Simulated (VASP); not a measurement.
```
MgB2
1.0
    1.54500    -2.67602     0.00000
    1.54500     2.67602     0.00000
    0.00000     0.00000     3.52000
Mg B
1 2
Direct
  0.00000   0.00000   0.00000
  0.33333   0.66667   0.50000
  0.66667   0.33333   0.50000
```

The base run (VASP): PBE GGA, plane waves, VASP's PBE PAW potentials (set 64). Settings: 520 eV cut-off, 10×10×8 Γ-centred mesh, first-order Methfessel-Paxton smearing of 0.10 eV, potentials Mg B.

One setting is varied; ΔE counts from the most expensive setting. The base run took about 9 core-seconds. Costs are core time on shared hosts, one run each; read them as rough ratios.

Pressures at a finite cut-off, here 520 eV, hold a Pulay part, which wasn't tested here.

```json
[
 {"setting": "KPOINTS 2×2×2 Γ-centred mesh", "cost over the base run": "about 1/4", "electronic steps": "12", "ΔE (meV/atom)": "460.6", "pressure (GPa)": "-1.20"},
 {"setting": "KPOINTS 5×5×4 Γ-centred mesh", "cost over the base run": "about 1/3", "electronic steps": "12", "ΔE (meV/atom)": "-2.4", "pressure (GPa)": "-2.02"},
 {"setting": "KPOINTS 6×6×5 Γ-centred mesh", "cost over the base run": "about 1/2", "electronic steps": "12", "ΔE (meV/atom)": "5.1", "pressure (GPa)": "-1.55"},
 {"setting": "KPOINTS 7×7×6 Γ-centred mesh", "cost over the base run": "within a factor of 2", "electronic steps": "12", "ΔE (meV/atom)": "-1.5", "pressure (GPa)": "-1.86"},
 {"setting": "base run", "cost over the base run": "reference", "electronic steps": "12", "ΔE (meV/atom)": "0.1", "pressure (GPa)": "-1.59"},
 {"setting": "KPOINTS 11×11×9 Γ-centred mesh", "cost over the base run": "within a factor of 2", "electronic steps": "13", "ΔE (meV/atom)": "0.4", "pressure (GPa)": "-1.86"},
 {"setting": "KPOINTS 14×14×11 Γ-centred mesh", "cost over the base run": "within a factor of 2", "electronic steps": "12", "ΔE (meV/atom)": "0.0", "pressure (GPa)": "-1.76"}
]
```

Left out are runs that failed, have no time on record or changed the cell.

The compound is MgB2 in the AlB2 type structure. The cell was not relaxed at this level.
